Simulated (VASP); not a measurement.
Method: PBE GGA, VASP's PBE PAW potentials (set 64) (plane waves; VASP).

VASP input:

POSCAR:
```
Pb
1
    0.0000000000     2.4750000000     2.4750000000
    2.4750000000     0.0000000000     2.4750000000
    2.4750000000     2.4750000000     0.0000000000
Pb
1
Direct
  0.0000000000   0.0000000000   0.0000000000
```

### KPOINTS
```
Automatic mesh
0
Gamma
9 9 9
0 0 0
```

### INCAR
```
ENCUT=300   # plane-wave cut-off (eV)
EDIFF=1E-6   # SCF stop (eV)
ISMEAR=-1   # Fermi-Dirac
ALGO=Normal
LMAXMIX=4   # l cut-off of mixed one-centre charges
GGA=PE   # PBE
LCHARG=F
LWAVE=F
ISIF=2   # forces and stress, cell fixed
LASPH=T   # aspherical one-centre terms
NELM=100
LREAL=F   # projection in real space or not
PREC=Accurate
SIGMA=0.1   # width (eV)
SYSTEM=Pb
```

POTCAR, in this order: Pb_d (PBE.64 set). Program: vasp_std.

Output

OUTCAR:
```
 ion  position               nearest neighbor table
   1  0.000  0.000  0.000-
  LATTYP: Found a face centered cubic cell.
 ALAT       =     4.9500000000
 Subroutine PRICEL returns:
 Original cell was already a primitive cell.
 Subroutine GETGRP returns: Found 48 space group operations
The static configuration has the point symmetry O_h .
The dynamic configuration has the point symmetry O_h .
 Subroutine INISYM returns: Found 48 space group operations
 Subroutine IBZKPT returns following result:
 Found     35 irreducible k-points:

 Following reciprocal coordinates:
            Coordinates               Weight
  0.000000  0.000000  0.000000      1.000000
  0.111111  0.000000  0.000000      8.000000
  0.222222  0.000000  0.000000      8.000000
  0.333333  0.000000  0.000000      8.000000
  0.444444  0.000000  0.000000      8.000000
  0.111111  0.111111  0.000000      6.000000
  0.222222  0.111111  0.000000     24.000000
  0.333333  0.111111  0.000000     24.000000
  0.444444  0.111111  0.000000     24.000000
 -0.444444  0.111111  0.000000     24.000000
 -0.333333  0.111111  0.000000     24.000000
 -0.222222  0.111111  0.000000     24.000000
 -0.111111  0.111111  0.000000     12.000000
  0.222222  0.222222  0.000000      6.000000
  0.333333  0.222222  0.000000     24.000000
  0.444444  0.222222  0.000000     24.000000
 -0.444444  0.222222  0.000000     24.000000
 -0.333333  0.222222  0.000000     24.000000
 -0.222222  0.222222  0.000000     12.000000
  0.333333  0.333333  0.000000      6.000000
  0.444444  0.333333  0.000000     24.000000
 -0.444444  0.333333  0.000000     24.000000
 -0.333333  0.333333  0.000000     12.000000
  0.444444  0.444444  0.000000      6.000000
 -0.444444  0.444444  0.000000     12.000000
  0.333333  0.222222  0.111111     24.000000
  0.444444  0.222222  0.111111     48.000000
 -0.444444  0.222222  0.111111     48.000000
  0.444444  0.333333  0.111111     24.000000
 -0.444444  0.333333  0.111111     48.000000
 -0.333333  0.333333  0.111111     48.000000
 -0.222222  0.333333  0.111111     24.000000
 -0.444444  0.444444  0.111111     24.000000
 -0.333333  0.444444  0.111111     24.000000
 -0.333333  0.444444  0.222222     24.000000
   k-points           NKPTS =     35   k-points in BZ     NKDIM =     35   number of bands    NBANDS=     11
   number of dos      NEDOS =    301   number of ions     NIONS =      1
   total plane-waves  NPLWV =   8000
   dimension x,y,z NGX =    20 NGY =   20 NGZ =   20
   dimension x,y,z NGXF=    40 NGYF=   40 NGZF=   40
   ions per type =               1
   PREC   = accura    normal or accurate (medium, high low for compatibility)
   ISTART =      0    job   : 0-new  1-cont  2-samecut
   ICHARG =      2    charge: 1-file 2-atom 10-const
   ISPIN  =      1    spin polarized calculation?
   LNONCOLLINEAR =      F non collinear calculations
   LSORBIT =      F    spin-orbit coupling
   INIWAV =      1    electr: 0-lowe 1-rand  2-diag
   ENCUT  =  300.0 eV  22.05 Ry    4.70 a.u.   4.94  4.94  4.94*2*pi/ulx,y,z
   NELM   =    100;   NELMIN=  2; NELMDL= -5     # of ELM steps
   EDIFF  = 0.1E-05   stopping-criterion for ELM
   LREAL  =      F    real-space projection
   NLSPLINE    = F    spline interpolate recip. space projectors
   LMAXMIX     =    4 max onsite mixed and CHGCAR
   VOSKOWN=      0    Vosko Wilk Nusair interpolation
   EDIFFG = 0.1E-04   stopping-criterion for IOM
   NSW    =      0    number of steps for IOM
   NBLOCK =      1;   KBLOCK =      1    inner block; outer block
   IBRION =     -1    ionic relax: 0-MD 1-quasi-New 2-CG
   NFREE  =      0    steps in history (QN), initial steepest desc. (CG)
...
```

File OSZICAR:
```
       N       E                     dE             d eps       ncg     rms          rms(c)
DAV:   1     0.816494979408E+02    0.81649E+02   -0.55423E+03   803   0.975E+02
DAV:   2    -0.183135447068E+00   -0.81833E+02   -0.80520E+02   788   0.274E+02
DAV:   3    -0.351609064703E+01   -0.33330E+01   -0.33248E+01   909   0.651E+01
DAV:   4    -0.358294606512E+01   -0.66855E-01   -0.66841E-01   930   0.972E+00
DAV:   5    -0.358589077200E+01   -0.29447E-02   -0.29446E-02   968   0.188E+00    0.520E-01
DAV:   6    -0.357730464675E+01    0.85861E-02   -0.11903E-02   940   0.197E+00    0.275E-01
DAV:   7    -0.357467047973E+01    0.26342E-02   -0.60928E-03   917   0.133E+00    0.865E-02
DAV:   8    -0.357456350044E+01    0.10698E-03   -0.36072E-04   902   0.377E-01    0.105E-02
DAV:   9    -0.357456068656E+01    0.28139E-05   -0.93284E-06   940   0.576E-02    0.504E-03
DAV:  10    -0.357456060414E+01    0.82417E-07   -0.13940E-06   807   0.115E-02
   1 F= -.35745606E+01 E0= -.35685600E+01  d E =-.120012E-01
```

File OUTCAR:
```
------------------------ aborting loop because EDIFF is reached ----------------------------------------
  FORCE on cell =-STRESS in cart. coord.  units (eV):
  Direction    XX          YY          ZZ          XY          YZ          ZX
  --------------------------------------------------------------------------------------
  Total        0.3054276      0.3054276      0.3054276     -0.0000000      0.0000000      0.0000000
  in kB       16.1385012     16.1385012     16.1385012     -0.0000000      0.0000000      0.0000000
  external PRESSURE =      16.1385012 kB  Pullay stress =       0.0000000 kB
  volume of cell :       30.32
      direct lattice vectors                 reciprocal lattice vectors
     0.000000000  2.475000000  2.475000000    -0.202020202  0.202020202  0.202020202
     2.475000000  0.000000000  2.475000000     0.202020202 -0.202020202  0.202020202
     2.475000000  2.475000000  0.000000000     0.202020202  0.202020202 -0.202020202
 POSITION                                       TOTAL-FORCE (eV/Angst)
 -----------------------------------------------------------------------------------
      0.00000      0.00000      0.00000        -0.000000     -0.000000     -0.000000
 -----------------------------------------------------------------------------------
    total drift:                               -0.000000     -0.000000     -0.000000
  FREE ENERGIE OF THE ION-ELECTRON SYSTEM (eV)
  ---------------------------------------------------
  free  energy   TOTEN  =        -3.5745606041 eV

  energy  without entropy=       -3.5625594193  energy(sigma->0) =       -3.56856001
```
(Selected blocks of OUTCAR.)

**OUTCAR**
```
 val. band max:        7.1478636044   @ k =  -0.2222   0.3333   0.1111

 cond. band min:       7.2552163160   @ k =   0.3333   0.3333   0.0000


 Fermi energy:         7.1844347930

 k-point     1 :       0.0000    0.0000    0.0000
  band No.  band energies     occupation
      1      -9.7767      2.00000
      2      -9.7767      2.00000
      3      -9.7767      2.00000
      4      -9.6358      2.00000
      5      -9.6358      2.00000
      6      -4.4753      2.00000
      7      14.6977      0.00000
      8      14.6977      0.00000
      9      14.6977      0.00000
     10      17.0457      0.00000
     11      18.6203      0.00000

 k-point     2 :       0.1111    0.0000    0.0000
  band No.  band energies     occupation
      1      -9.7773      2.00000
      2      -9.7601      2.00000
      3      -9.7601      2.00000
      4      -9.6361      2.00000
      5      -9.6361      2.00000
      6      -4.2375      2.00000
      7      12.3294      0.00000
      8      14.4158      0.00000
      9      14.4158      0.00000
     10      16.6543      0.00000
     11      19.5965      0.00000

 k-point     3 :       0.2222    0.0000    0.0000
  band No.  band energies     occupation
      1      -9.7829      2.00000
      2      -9.7408      2.00000
      3      -9.7408      2.00000
      4      -9.6148      2.00000
      5      -9.6148      2.00000
      6      -3.5259      2.00000
      7       8.8631      0.00000
      8      13.8167      0.00000
      9      13.8167      0.00000
     10      16.3107      0.00000
     11      19.1426      0.00000

 k-point     4 :       0.3333    0.0000    0.0000
  band No.  band energies     occupation
      1      -9.7945      2.00000
      2      -9.7506      2.00000
      3      -9.7506      2.00000
      4      -9.5560      2.00000
      5      -9.5560      2.00000
      6      -2.3843      2.00000
      7       5.7478      2.00000
      8      13.2441      0.00000
      9      13.2441      0.00000
...
```

At this cut-off the stress carries a Pulay error, which pulls relaxed volumes low. Unless said otherwise, spin-orbit coupling is left out, though it shifts the bands of the heavy elements here.

The structure is a typed Pb crystal (Fm-3m). The cell was not relaxed at this level.
